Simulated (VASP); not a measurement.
A convergence study with VASP on Ag (space group Fm-3m): a few settings are varied, all else stays as given below, so the limit is that of these other settings.

```xyz
1
Lattice="0.0000 2.0552 2.0552 2.0552 0.0000 2.0552 2.0552 2.0552 0.0000" Properties=species:S:1:pos:R:3 pbc="T T T"
Ag     0.0000     0.0000     0.0000
```

These are PBE GGA, VASP's PBE PAW potentials (set 64) (plane waves; VASP 6.6.1) values and carry that method's errors. The last row used: 300 eV cut-off, 21×21×21 Γ-centred mesh, tetrahedra with Blöchl corrections, potentials Ag.

| setting | E (eV/atom) | pressure (GPa) | irreducible k-points |
|---|---|---|---|
| 6×6×6 mesh | -2.7168 | 2.16 | 16 |
| 7×7×7 mesh | -2.7328 | 2.24 | 20 |
| 9×9×9 mesh | -2.7277 | 2.33 | 35 |
| 11×11×11 mesh | -2.7242 | 2.35 | 56 |
| 13×13×13 mesh | -2.7232 | 2.37 | 84 |
| 17×17×17 mesh | -2.7222 | 2.39 | 165 |
| 21×21×21 mesh | -2.7222 | 2.39 | 286 |

Left out are rungs that failed or repeat a setting and relaxations that didn't move; long series are thinned to 24 rows.

The structure is a typed Ag crystal (space group no. 225). The cell was not relaxed at this level.
